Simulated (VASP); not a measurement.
The system is W.

```
CELL_PARAMETERS angstrom
-1.58234 1.58234 1.58234
1.58234 -1.58234 1.58234
1.58234 1.58234 -1.58234
ATOMIC_POSITIONS crystal
W 0.00000 0.00000 0.00000
```

* Program: VASP 6.6.1
* Task: relaxation of cell and atoms
* Functional: PBE
* Potentials or basis: VASP PAW PBE potentials, release 64 (W_sv)
* Cutoff: 600 eV
* k mesh: 16 × 16 × 16
* Occupations: methfessel-paxton, width 0.1 eV
* Spin: no spin polarisation

At the start: pressure 5.9 GPa; volume 15.85 Å³/atom.

Problem. Where does the relaxation end?

Solution. Over 4 steps the energy falls by 5.4 meV/atom and the volume is 16.15 Å³/atom (+1.9 %); space group Im-3m (No. 229, to 0.05 Å).

Step by step:
```
step  energy change (eV)  largest force (eV/Å)  pressure (GPa)  volume (Å³)
   1              0.0000                0.0000            5.89        15.85
   2              0.0544                0.0000          -16.87        17.22
   3             -0.0054                0.0000           -0.16        16.16
   4             -0.0054                0.0000           -0.04        16.15
```

Final structure:
```
CELL_PARAMETERS angstrom
-1.59231 1.59231 1.59231
1.59231 -1.59231 1.59231
1.59231 1.59231 -1.59231
ATOMIC_POSITIONS crystal
W 0.00000 0.00000 0.00000
```
